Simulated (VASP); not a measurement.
Input:

```xyz
2
Lattice="2.9069 0.0000 0.0000 0.0000 2.9069 0.0000 0.0000 0.0000 2.9069" Properties=species:S:1:pos:R:3 pbc="T T T"
Zn     1.4535     1.4535     1.4535
Cu     0.0000     0.0000     0.0000
```

These are PBEsol GGA, VASP's PBE PAW potentials (set 64) (plane waves; VASP) values and carry that method's errors. Numerical set-up: 400 eV cut-off, Gaussian smearing of 0.050 eV, potentials Zn Cu.

Problem. Give the energies of bands 4 to 14 at the high-symmetry points, in eV from the Fermi level.

Solution. 
| band | Γ | X | M | R |
|---|---|---|---|---|
| 4 | -7.19 | -7.36 | -7.48 | -6.85 |
| 5 | -7.19 | -7.09 | -6.87 | -6.85 |
| 6 | -7.19 | -6.37 | -4.78 | -4.47 |
| 7 | -3.68 | -5.23 | -3.46 | -4.47 |
| 8 | -3.68 | -3.83 | -2.94 | -4.47 |
| 9 | -2.80 | -3.39 | -2.94 | -2.53 |
| 10 | -2.80 | -3.39 | -2.55 | -2.53 |
| 11 | -2.80 | -2.88 | -2.04 | 4.11 |
| 12 | 6.33 | -2.04 | -2.04 | 4.42 |
| 13 | 6.33 | 12.02 | 1.92 | 4.42 |
| 14 | 6.33 | 12.02 | 2.24 | 4.42 |

It has no gap at this level: it comes out as a metal or semimetal.

The compound is CuZn in the CsCl type structure. It was relaxed first. The electron count is odd and the run is not spin-polarised, which forces a metal.
